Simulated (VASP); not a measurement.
# Which face does Nb expose?, part 4 of 6

Aim: compare the low-index faces of Nb at one level of theory.

VASP 6.6.1; PBEsol; plane waves and PAW (Nb_pv).

So far. Step 4 (Surface relaxation, 7 atoms, face Nb(110)): The run ended after 14 ionic steps, 0.031 eV below its first step, once the forces on the free atoms met EDIFFG = -0.03. Step 5 (Potential and states of the slab, 7 atoms, face Nb(110)): The vacuum level lies 4.63 eV above the Fermi level at the upper face; both faces agree, as the slab has next to no dipole.

## (6) Surface relaxation, 9 atoms, face Nb(100)

System of this step: Nb(100). The cell holds 9 atoms: 9 Nb. Its edges and angles: a = 3.284 Å, b = 3.284 Å, c = 28.136 Å, α = 90.0°, β = 90.0°, γ = 90.0°. It derives from Nb. 9 layers of bcc Nb, cut at this functional's lattice. Vacuum lies along c.

INCAR reads:

```
SYSTEM = Nb
PREC = Normal
ENCUT = 320
EDIFF = 1E-05
NELM = 120
ISMEAR = 1
SIGMA = 0.15
LREAL = .FALSE.
ALGO = Fast
GGA = PS
NBANDS = 61
LASPH = .TRUE.
LORBIT = 11
LWAVE = .FALSE.
LCHARG = .FALSE.
KPAR = 4
IBRION = 2
NSW = 40
ISIF = 2
EDIFFG = -0.03
POTIM = 0.4
MAXMIX = 40
```

POSCAR reads:

```
Nb
1.0
    3.2839955470      0.0000000000      0.0000000000
    0.0000000000      3.2839955470      0.0000000000
    0.0000000000      0.0000000000     28.1359821880
Nb
9
Direct
    0.0000000000      0.0000000000      0.2665625800
    0.5000000000      0.5000000000      0.3249219300
    0.0000000000      0.0000000000      0.3832812900
    0.5000000000      0.5000000000      0.4416406400
    0.0000000000      0.0000000000      0.5000000000
    0.5000000000      0.5000000000      0.5583593600
    0.0000000000      0.0000000000      0.6167187100
    0.5000000000      0.5000000000      0.6750780700
    0.0000000000      0.0000000000      0.7334374200
```

KPOINTS reads:

```
Automatic mesh
0
Gamma
9 9 1
0 0 0
```

PAW data sets: Nb_pv (PBE family, release 64).

Command:

```console
$ mpirun -np 4 vasp_std
```

The program printed:

```text
[banner, memory and clock lines left out]
running    4 mpi-ranks, on    1 nodes
 distrk:  each k-point on    1 cores,    4 groups
 distr:  one band on    1 cores,    1 groups

 POSCAR found type information on POSCAR Nb
 POSCAR found :  1 types and       9 ions
 [... a notice as in an earlier step ...]

 LDA part: xc-table for (Slater+PW92), standard interpolation
 POSCAR, INCAR and KPOINTS ok, starting setup
 FFT: planning ... GRIDC
 FFT: planning ... GRID_SOFT
 FFT: planning ... GRID
 WAVECAR not read
 entering main loop
       N       E                     dE             d eps       ncg     rms          rms(c)
DAV:   1     0.100360546886E+04    0.10036E+04   -0.41966E+04  2326   0.114E+03
DAV:   2    -0.193916163521E+02   -0.10230E+04   -0.99762E+03  1883   0.644E+02
DAV:   3    -0.980796542369E+02   -0.78688E+02   -0.73111E+02  2924   0.135E+02
DAV:   4    -0.104685879530E+03   -0.66062E+01   -0.63034E+01  2756   0.418E+01
DAV:   5    -0.105082017994E+03   -0.39614E+00   -0.38699E+00  3092   0.855E+00    0.539E+01
RMM:   6    -0.152260370269E+03   -0.47178E+02   -0.20195E+02  2447   0.505E+01    0.320E+01
RMM:   7    -0.149401994922E+03    0.28584E+01   -0.12542E+02  2376   0.604E+01    0.273E+01
RMM:   8    -0.100320371754E+03    0.49082E+02   -0.17321E+01  2086   0.296E+01    0.139E+01
RMM:   9    -0.939805069722E+02    0.63399E+01   -0.90373E+00  2178   0.151E+01    0.100E+01
RMM:  10    -0.955655628128E+02   -0.15851E+01   -0.50975E+00  2282   0.982E+00    0.825E+00
RMM:  11    -0.944226476867E+02    0.11429E+01   -0.13476E+00  2436   0.439E+00    0.597E+00
RMM:  12    -0.938278989870E+02    0.59475E+00   -0.11723E+00  2455   0.316E+00    0.369E+00
RMM:  13    -0.936719719500E+02    0.15593E+00   -0.65144E-01  2552   0.231E+00    0.184E+00
RMM:  14    -0.937050278677E+02   -0.33056E-01   -0.41912E-01  2586   0.191E+00    0.190E+00
RMM:  15    -0.936638473773E+02    0.41180E-01   -0.20093E-01  2621   0.112E+00    0.122E+00
RMM:  16    -0.936496759404E+02    0.14171E-01   -0.19478E-01  2572   0.849E-01    0.753E-01
RMM:  17    -0.936441455199E+02    0.55304E-02   -0.10450E-01  2793   0.632E-01    0.221E-01
RMM:  18    -0.936499176554E+02   -0.57721E-02   -0.71842E-02  2752   0.399E-01    0.908E-02
RMM:  19    -0.936539526603E+02   -0.40350E-02   -0.38059E-02  2402   0.271E-01    0.958E-02
RMM:  20    -0.936570638354E+02   -0.31112E-02   -0.29666E-02  2418   0.210E-01    0.988E-02
RMM:  21    -0.936590699636E+02   -0.20061E-02   -0.21450E-02  2209   0.163E-01    0.101E-01
RMM:  22    -0.936608294811E+02   -0.17595E-02   -0.17577E-02  2160   0.122E-01    0.934E-02
RMM:  23    -0.936623296892E+02   -0.15002E-02   -0.13608E-02  2031   0.924E-02    0.119E-01
RMM:  24    -0.936631726150E+02   -0.84293E-03   -0.11049E-02  2564   0.170E-01    0.660E-02
RMM:  25    -0.936639617618E+02   -0.78915E-03   -0.87214E-03  2087   0.950E-02    0.522E-02
RMM:  26    -0.936646073596E+02   -0.64560E-03   -0.67379E-03  2099   0.692E-02    0.311E-02
RMM:  27    -0.936651722474E+02   -0.56489E-03   -0.54649E-03  2092   0.643E-02    0.204E-02
RMM:  28    -0.936656326908E+02   -0.46044E-03   -0.43683E-03  1925   0.459E-02    0.171E-02
RMM:  29    -0.936660167567E+02   -0.38407E-03   -0.36729E-03  1600   0.390E-02    0.179E-02
RMM:  30    -0.936663240660E+02   -0.30731E-03   -0.29530E-03  1588   0.340E-02    0.379E-03
[...]
RMM:  39    -0.936676141458E+02   -0.53217E-04   -0.60551E-04   912   0.121E-02    0.191E-02
RMM:  40    -0.936676653221E+02   -0.51176E-04   -0.51228E-04   862   0.127E-02    0.195E-02
RMM:  41    -0.936677024471E+02   -0.37125E-04   -0.41550E-04   941   0.107E-02    0.203E-02
RMM:  42    -0.936677335850E+02   -0.31138E-04   -0.34718E-04   897   0.118E-02    0.199E-02
RMM:  43    -0.936677659413E+02   -0.32356E-04   -0.29104E-04   802   0.972E-03    0.215E-02
RMM:  44    -0.936677873502E+02   -0.21409E-04   -0.23662E-04   742   0.880E-03    0.216E-02
RMM:  45    -0.936678109368E+02   -0.23587E-04   -0.19999E-04   744   0.859E-03    0.229E-02
RMM:  46    -0.936678267036E+02   -0.15767E-04   -0.16369E-04   751   0.767E-03    0.234E-02
RMM:  47    -0.936678345372E+02   -0.78336E-05   -0.12720E-04   769   0.721E-03    0.231E-02
RMM:  48    -0.936678487293E+02   -0.14192E-04   -0.10308E-04   717   0.747E-03    0.255E-02
RMM:  49    -0.936678619099E+02   -0.13181E-04   -0.79976E-05   724   0.591E-03    0.261E-02
RMM:  50    -0.936678697337E+02   -0.78237E-05   -0.59279E-05   746   0.643E-03
   1 F= -.93667870E+02 E0= -.93670201E+02  d E =-.936679E+02
 curvature:   0.00 expect dE= 0.000E+00 dE for cont linesearch  0.000E+00
 trial: gam= 0.00000 g(F)=  0.182E+00 g(S)=  0.000E+00 ort = 0.000E+00 (trialstep = 0.100E+01)
 search vector abs. value=  0.182E+00
 bond charge predicted
       N       E                     dE             d eps       ncg     rms          rms(c)
DAV:   1    -0.934514530145E+02    0.21641E+00   -0.26462E+01  2482   0.429E+01    0.219E+00
RMM:   2    -0.996202346177E+02   -0.61688E+01   -0.22676E+01  2514   0.168E+01    0.950E+00
RMM:   3    -0.109911104144E+03   -0.10291E+02   -0.81095E+00  2676   0.140E+01    0.198E+01
RMM:   4    -0.113234783508E+03   -0.33237E+01    0.11201E+01  2866   0.104E+01    0.237E+01
RMM:   5    -0.107328343373E+03    0.59064E+01   -0.11714E+01  2560   0.882E+00    0.211E+01
RMM:   6    -0.117870320781E+03   -0.10542E+02    0.13739E+01  2571   0.103E+01    0.224E+01
RMM:   7    -0.111438304205E+03    0.64320E+01   -0.60288E+00  2560   0.882E+00    0.182E+01
RMM:   8    -0.108382249492E+03    0.30561E+01   -0.28957E+00  2564   0.576E+00    0.165E+01
RMM:   9    -0.105703554813E+03    0.26787E+01   -0.62517E+00  2564   0.480E+00    0.155E+01
RMM:  10    -0.106318555240E+03   -0.61500E+00   -0.82260E-01  2664   0.413E+00    0.160E+01
RMM:  11    -0.989686221866E+02    0.73499E+01   -0.18293E+01  2649   0.669E+00    0.107E+01
RMM:  12    -0.999117695088E+02   -0.94315E+00   -0.10884E+01  2561   0.438E+00    0.863E+00
RMM:  13    -0.957922127069E+02    0.41196E+01   -0.17491E+01  2653   0.553E+00    0.515E+00
RMM:  14    -0.936481194746E+02    0.21441E+01   -0.93648E+00  2676   0.493E+00    0.219E+00
RMM:  15    -0.938169392050E+02   -0.16882E+00   -0.20232E+00  2857   0.218E+00    0.231E+00
RMM:  16    -0.938921648455E+02   -0.75226E-01   -0.86350E-01  2634   0.106E+00    0.255E+00
RMM:  17    -0.939248312064E+02   -0.32666E-01   -0.56046E-01  2462   0.103E+00    0.290E+00
RMM:  18    -0.937941745984E+02    0.13066E+00   -0.47090E-01  2679   0.157E+00    0.184E+00
RMM:  19    -0.941355510862E+02   -0.34138E+00   -0.91988E-01  2796   0.238E+00    0.164E+00
RMM:  20    -0.942454096593E+02   -0.10986E+00   -0.20179E-01  2815   0.798E-01    0.187E+00
RMM:  21    -0.942909696864E+02   -0.45560E-01   -0.66550E-02  2555   0.418E-01    0.195E+00
RMM:  22    -0.938017223251E+02    0.48925E+00   -0.75272E-01  3008   0.271E+00    0.142E+00
RMM:  23    -0.938102711589E+02   -0.85488E-02   -0.10320E-01  2747   0.587E-01    0.131E+00
RMM:  24    -0.938535100836E+02   -0.43239E-01   -0.17824E-01  2721   0.930E-01    0.144E+00
RMM:  25    -0.938969839033E+02   -0.43474E-01   -0.15141E-01  2683   0.785E-01    0.148E+00
RMM:  26    -0.939001148326E+02   -0.31309E-02   -0.37177E-02  2794   0.316E-01    0.148E+00
RMM:  27    -0.938120390945E+02    0.88076E-01   -0.26724E-01  3025   0.169E+00    0.126E+00
RMM:  28    -0.938163311232E+02   -0.42920E-02   -0.21790E-02  2607   0.431E-01    0.121E+00
RMM:  29    -0.938157694932E+02    0.56163E-03   -0.51722E-03  2450   0.202E-01    0.108E+00
RMM:  30    -0.938359795168E+02   -0.20210E-01   -0.16746E-02  2701   0.416E-01    0.124E+00
[...]
RMM:  63    -0.938209611367E+02    0.11588E-02   -0.52285E-03  2472   0.161E-01    0.455E-01
RMM:  64    -0.938196764786E+02    0.12847E-02   -0.55756E-03  2667   0.208E-01    0.375E-01
RMM:  65    -0.938190590090E+02    0.61747E-03   -0.83826E-03  2578   0.212E-01    0.245E-01
RMM:  66    -0.938185601033E+02    0.49891E-03   -0.42718E-03  2569   0.171E-01    0.156E-01
RMM:  67    -0.938188843957E+02   -0.32429E-03   -0.72359E-04  2198   0.901E-02    0.184E-01
RMM:  68    -0.938186549698E+02    0.22943E-03   -0.10903E-03  2163   0.780E-02    0.122E-01
RMM:  69    -0.938185705839E+02    0.84386E-04   -0.58830E-04  2160   0.548E-02    0.847E-02
RMM:  70    -0.938185426565E+02    0.27927E-04   -0.44972E-04  2106   0.472E-02    0.563E-02
RMM:  71    -0.938185352901E+02    0.73664E-05   -0.63389E-04  2194   0.597E-02    0.141E-02
RMM:  72    -0.938185578269E+02   -0.22537E-04   -0.27246E-04  1966   0.393E-02    0.124E-02
RMM:  73    -0.938185677705E+02   -0.99436E-05   -0.12658E-04  1585   0.250E-02    0.101E-02
RMM:  74    -0.938185698510E+02   -0.20805E-05   -0.37048E-05  1377   0.211E-02
   2 F= -.93818570E+02 E0= -.93820392E+02  d E =-.150700E+00
[... from here on, the cycles between the ionic steps are left out ...]
   3 F= -.93903842E+02 E0= -.93907781E+02  d E =-.235972E+00
   4 F= -.93904368E+02 E0= -.93908172E+02  d E =-.236498E+00
   5 F= -.93918796E+02 E0= -.93922922E+02  d E =-.144280E-01
   6 F= -.93921708E+02 E0= -.93925999E+02  d E =-.173405E-01
   7 F= -.93921742E+02 E0= -.93926050E+02  d E =-.173737E-01
   8 F= -.93922580E+02 E0= -.93926837E+02  d E =-.838242E-03
   9 F= -.93923180E+02 E0= -.93927325E+02  d E =-.143879E-02
  10 F= -.93923824E+02 E0= -.93927988E+02  d E =-.643963E-03
  11 F= -.93925313E+02 E0= -.93929550E+02  d E =-.213258E-02
  12 F= -.93926157E+02 E0= -.93930520E+02  d E =-.297656E-02
 curvature:   0.63 expect dE= 0.969E-04 dE for cont linesearch  0.261E-04
 ZBRENT: bracketing found
 ZBRENT: interpolating
 opt :   6.5173  next Energy=   -93.926477 (dE=-0.330E-02)
 bond charge predicted
       N       E                     dE             d eps       ncg     rms          rms(c)
DAV:   1    -0.939081568040E+02    0.18008E-01   -0.13460E+00  2262   0.998E+00    0.539E-01
RMM:   2    -0.939212012251E+02   -0.13044E-01   -0.15957E-01  2251   0.231E+00    0.364E-01
RMM:   3    -0.939254728816E+02   -0.42717E-02   -0.33392E-02  2563   0.112E+00    0.132E-01
RMM:   4    -0.939260004622E+02   -0.52758E-03   -0.35233E-03  2871   0.342E-01    0.804E-02
RMM:   5    -0.939260690460E+02   -0.68584E-04   -0.37663E-04  2208   0.778E-02    0.792E-02
RMM:   6    -0.939260728485E+02   -0.38025E-05   -0.14658E-04  1822   0.440E-02    0.791E-02
RMM:   7    -0.939260707132E+02    0.21353E-05   -0.61409E-05  1469   0.358E-02
  13 F= -.93926071E+02 E0= -.93930383E+02  d E =-.289028E-02
 curvature:  -7.78 expect dE=-0.953E-03 dE for cont linesearch -0.103E-03
 trial: gam=-0.08515 g(F)=  0.123E-03 g(S)=  0.000E+00 ort = 0.143E-03 (trialstep = 0.203E+01)
 search vector abs. value=  0.109E-03
 reached required accuracy - stopping structural energy minimisation
```

Wall time 7.2 min (4 MPI ranks of AMD EPYC 7R43, shared host); peak memory 0.81 GiB.

Parts of OUTCAR (step 6):

```text
   k-points           NKPTS =     15   k-points in BZ     NKDIM =     15   number of bands    NBANDS=     61

   ENCUT  =  320.0 eV  23.52 Ry    4.85 a.u.   4.79  4.79 41.04*2*pi/ulx,y,z

   NELECT =      99.0000    total number of electrons

 E-fermi :   1.0615

 k-point     1 :       0.0000    0.0000    0.0000
  band No.  band energies     occupation
    ...
     38      -1.6446      2.00000
     39      -1.3721      2.00000
     40      -1.2233      2.00000
     41      -0.2299      2.00000
     42       0.9435      1.97332
     43       1.1662      0.08167
     44       1.1745      0.04582
     45       1.2166     -0.05655
     46       1.2499     -0.07062
     47       1.2499     -0.07062
    ...

  Total       -2.4534085     -2.4534085     -0.6744960      0.0000000     -0.0000000      0.0000000
  in kB      -12.9542790    -12.9542790     -3.5614167      0.0000000     -0.0000000      0.0000000
  external PRESSURE =      -9.8233249 kB  Pullay stress =       0.0000000 kB

 POSITION                                       TOTAL-FORCE (eV/Angst)
 -----------------------------------------------------------------------------------
      0.00000      0.00000      7.64611         0.000000      0.000000      0.021706
      1.64200      1.64200      9.10710         0.000000     -0.000000      0.017176
      0.00000      0.00000     10.73434        -0.000000     -0.000000     -0.027511
      1.64200      1.64200     12.45172        -0.000000      0.000000      0.008015
      0.00000      0.00000     14.06799         0.000000     -0.000000      0.000000
      1.64200      1.64200     15.68426         0.000000     -0.000000     -0.008015
      0.00000      0.00000     17.40164        -0.000000      0.000000      0.027511
      1.64200      1.64200     19.02888        -0.000000     -0.000000     -0.017176
      0.00000      0.00000     20.48987        -0.000000      0.000000     -0.021706
 -----------------------------------------------------------------------------------
    total drift:                               -0.000000      0.000000      0.000000

  FREE ENERGIE OF THE ION-ELECTRON SYSTEM (eV)
  ---------------------------------------------------
  free  energy   TOTEN  =       -93.9260707132 eV

  energy  without entropy=      -93.9390087541  energy(sigma->0) =      -93.93038339

[... 1 part as in an earlier step ...]

[... 15 further parts left out ...]
```

The run keeps the 16 symmetry operations of its start, so it cannot find a distortion of lower symmetry.

The steps of the relaxation:

```csv
step,energy less that of the first step (eV),largest force (eV/Å)
1,0.0000,1.0753
2,-0.1507,0.7719
3,-0.2360,0.3177
4,-0.2365,0.2746
5,-0.2509,0.1225
6,-0.2538,0.0639
7,-0.2539,0.0758
8,-0.2547,0.0420
9,-0.2553,0.0741
10,-0.2560,0.0610
11,-0.2574,0.0345
12,-0.2583,0.0364
13,-0.2582,0.0275
```

The atoms that moved most (Å):

```csv
atom,dx,dy,dz,length
Nb1,0.000,0.000,0.146,0.146
Nb9,0.000,0.000,-0.146,0.146
Nb3,0.000,0.000,-0.050,0.050
Nb7,0.000,0.000,0.050,0.050
Nb8,0.000,0.000,0.035,0.035
Nb2,0.000,0.000,-0.035,0.035
Nb4,0.000,0.000,0.026,0.026
Nb6,0.000,0.000,-0.026,0.026
```

Final coordinates:

```xyz
9
Lattice="3.2840 0.0000 0.0000 0.0000 3.2840 0.0000 0.0000 0.0000 28.1360" Properties=species:S:1:pos:R:3
Nb    0.0000    0.0000    7.6461
Nb    1.6420    1.6420    9.1071
Nb    0.0000    0.0000   10.7343
Nb    1.6420    1.6420   12.4517
Nb    0.0000    0.0000   14.0680
Nb    1.6420    1.6420   15.6843
Nb    0.0000    0.0000   17.4016
Nb    1.6420    1.6420   19.0289
Nb    0.0000    0.0000   20.4899
```

This step gave:

- electronic cycles: 224
- electrons: 99
- free energy (TOTEN): -93.9261 eV
- energy at zero smearing: -93.9304 eV
- Fermi energy: 1.062 eV

The run ended after 13 ionic steps, 0.258 eV below its first step, once the forces on the free atoms met EDIFFG = -0.03.

[end of part 4 of 6]

[Lines on the potential files, build, host, timing and source positions are cut from VASP's logs without a mark.]

[Logs are printed without paths, hosts, clocks, repeated set-up lines and the standing remarks that a program may print on its own settings, such as how far it seeks lower states.]

[Hosts, paths, dates, database ids (printed as entryN), source tags and the programs' standing remarks are cut or masked in the printed files.]

[Runs that stopped without an error message from VASP are left out.]
